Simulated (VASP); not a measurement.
Data:

```
CELL_PARAMETERS angstrom
      4.40238    -2.31243     0.05582
      4.40238     2.31243     0.05582
      3.13953     0.00000     3.85677
ATOMIC_POSITIONS crystal
  Bi 0.23134 0.23134 0.23134
  Bi 0.76866 0.76866 0.76866
```

The numbers are results of r2SCAN meta-GGA, VASP's PBE PAW potentials (set 64) (plane waves; VASP), not measurements. Run with 520 eV cut-off, 7×7×7 Γ-centred mesh, Gaussian smearing of 0.050 eV, potentials Bi_d.

**Question.** The ions and cell shape at fixed volume are relaxed. Which structure does the run end with?

**Answer.** 
```
CELL_PARAMETERS angstrom
      4.53059    -2.27414     0.12171
      4.53059     2.27414     0.12171
      3.28866     0.00000     3.85974
ATOMIC_POSITIONS crystal
  Bi 0.22842 0.22842 0.22842
  Bi 0.77158 0.77158 0.77158
```
Space group R-3m (166), at a tolerance of 0.03 Å.

**Question.** How much energy does the relaxation gain?

**Answer.** The energy (σ→0) changes by -6.1 meV/atom, in 6 ionic steps.

| step | E(σ→0) (eV) | max force (eV/Å) | pressure (GPa) | volume (Å³) |
|---|---|---|---|---|
| 1 | -116.9858 | 0.256 | -2.35 | 77.71 |
| 2 | -116.9913 | 0.152 | -2.08 | 77.71 |
| 3 | -116.9947 | 0.019 | -1.64 | 77.71 |
| 4 | -116.9959 | 0.016 | -1.55 | 77.71 |
| 5 | -116.9979 | 0.006 | -1.29 | 77.71 |
| 6 | -116.9981 | 0.003 | -1.23 | 77.71 |

The compound is Bi in the a7 structure. This cell is one point of a volume scan, at 1.06 of the reference volume. Symmetry was kept, so distortions that lower it aren't found.
